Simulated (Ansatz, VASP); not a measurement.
# H15C8S2N3O4F2: VASP beside Ansatz, part 2 of 2

Wanted: the spread between two codes on one cell, functional and k mesh. The cell is taken from a series of runs on this material, whose earlier steps may have relaxed, scaled, displaced or heated it; both programs get it as it stands.

VASP 6.6.1 and Ansatz 0.2.0.

So far. Step 2 (VASP: single point, PBE with D3(BJ)): The run ends at a pressure of -0.87 GPa, with forces up to 2.7 eV/Å.

**4. Comparison**

Known differences besides the potentials themselves: fixed occupations in Ansatz, narrow Gaussian smearing in VASP; the cutoff is 420 eV in Ansatz and 600 eV in VASP (PREC = Accurate, projectors in real space). Total energies have different zeros and are not compared.

Compared:

```
              quantity  Ansatz   VASP  difference
        pressure (GPa)   -0.47  -0.87       +0.40
gap on the k mesh (eV)   3.212  3.247      -0.035
```

Forces on 10 of the 170 atoms, those with the largest forces and the largest differences (eV/Å; atoms numbered as in POSCAR):

| atom | Ansatz x, y, z | VASP x, y, z |
| --- | --- | --- |
| C12 | 0.136, 0.242, -0.718 | 0.139, 0.244, -0.720 |
| C16 | -1.946, 1.661, 1.143 | -1.941, 1.596, 1.089 |
| C24 | 0.398, 0.896, -0.320 | 0.406, 0.812, -0.271 |
| N43 | 0.498, -1.473, 1.074 | 0.509, -1.455, 1.033 |
| N44 | 1.028, 0.638, -1.377 | 1.024, 0.600, -1.355 |
| N45 | -0.408, 0.195, 0.821 | -0.395, 0.160, 0.784 |
| N46 | -0.104, -0.712, -0.529 | -0.115, -0.703, -0.481 |
| S132 | -0.056, 0.089, 0.167 | -0.162, 0.050, -0.112 |
| S139 | -0.322, -0.107, -0.372 | -0.166, -0.363, -0.312 |
| O157 | 0.213, 0.119, 0.209 | -0.049, 0.130, 0.068 |

The forces differ by 71 meV/Å r.m.s., which is 33.7 % of the r.m.s. force of 0.212 eV/Å (both taken over all components). A gap on the mesh is an upper bound, since the band edges may lie between its points.

**5. What came out**

```json
{
 "r.m.s. force difference (single point, PBE with D3(BJ))": "34 % of the r.m.s. force"
}
```

The r.m.s. force difference is 34 % of the r.m.s. force (single point, PBE with D3(BJ)), beyond the 3 % picked in this series as the mark of a large difference. What causes the difference of the single point, PBE with D3(BJ) pair stays open here. How closely two codes agree says nothing of how well the functional describes the real material.

[Lines on the potential files, build, host, timing and source positions are cut from VASP's logs without a mark.]

[Logs are printed without paths, hosts, clocks, repeated set-up lines and the standing remarks that a program may print on its own settings, such as how far it seeks lower states.]

[Hosts, paths, dates, database ids (printed as entryN), source tags and the programs' standing remarks are cut or masked in the printed files.]
